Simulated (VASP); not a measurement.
```
CELL_PARAMETERS angstrom
      0.00000     3.04000     3.04000
      3.04000     0.00000     3.04000
      3.04000     3.04000     0.00000
ATOMIC_POSITIONS crystal
  Sr 0.00000 0.00000 0.00000
```

Computed with PBEsol GGA, VASP's PBE PAW potentials (set 64) (plane waves; VASP). Settings: 400 eV cut-off, 9×9×9 Γ-centred mesh, first-order Methfessel-Paxton smearing of 0.10 eV, potentials Sr_sv.

Energy and stress use the plane-wave basis of the starting cell.

Task: The ions, cell shape and volume are relaxed. Give the cell that the relaxation ends in.

Result: 
```
CELL_PARAMETERS angstrom
      0.00000     2.95708     2.95708
      2.95708     0.00000     2.95708
      2.95708     2.95708     0.00000
ATOMIC_POSITIONS crystal
  Sr 0.00000 0.00000 0.00000
```
Space group Fm-3m (225), at a tolerance of 0.03 Å.

Task: How do energy and volume change from the first to the last step?

Result: The energy (σ→0) changes by -14.0 meV/atom and the volume by -8.0 %, in 3 ionic steps.

```
step  E(σ→0) (eV)  max force (eV/Å)  pressure (GPa)  volume (Å³)
----  -----------  ----------------  --------------  -----------
1         -1.8247             0.000           -0.92        56.19
2         -1.8361             0.000           -0.44        53.60
3         -1.8387             0.000            0.02        51.72
```

The compound is Sr in the fcc structure. This run relaxes it. Symmetry was kept, so distortions that lower it aren't found.
